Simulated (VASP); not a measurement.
```
PbO
1.0
    3.96873     0.00000     0.00000
    0.00000     3.98734     0.00000
    0.00000     0.00000     5.04224
Pb O
2 2
Direct
  0.50000   0.00000   0.76500
  0.00000   0.50000   0.23500
  0.50000   0.50000   0.00000
  0.01020   0.00000   0.00000
```

All values below come from PBE GGA, VASP's PBE PAW potentials (set 64) (plane waves; VASP 6.6.1). Numerical set-up: 520 eV cut-off, 5×5×4 Γ-centred mesh, Gaussian smearing of 0.50 eV, potentials Pb_d O.

Q: Predict the energy per atom (σ→0), pressure, largest force.

A: 
```
Item                             Value
---------------------  ---------------
energy per atom (σ→0)   -5354 meV/atom
pressure                      4.51 GPa
largest force          0.00879 Ha/bohr
```

Total energies compare only between runs with the same potentials, cut-off and functional.

The compound is PbO in the litharge structure. The cell was not relaxed at this level. The run is one of a series of settings (SIGMA = 0.5 against the base run), some of them coarse on purpose.
